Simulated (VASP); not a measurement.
Calculation: revPBE GGA, VASP's PBE PAW potentials (set 64) (plane waves; VASP 6.6.1). For the first row: Run with 520 eV cut-off, 10×10×10 Γ-centred mesh, Gaussian smearing of 0.050 eV, potentials Ga_d N.

```csv
system,energy (eV/atom)
GaN (zinc blende),-5.7311
Ga atom,-0.3206
N atom,-3.1800
```

Atoms are spin-polarised in a large box without symmetry, with the spin fixed by Hund's rule, and may not be in the lowest state of each functional; no zero-point energy is added.

### Question
What is the cohesive energy per atom of GaN?

### Answer
The references average (1×(-0.3206) + 1×(-3.1800))/2 = -1.7503 eV, so the cohesive energy is -1.7503 − (-5.7311) = 3.981 eV/atom.
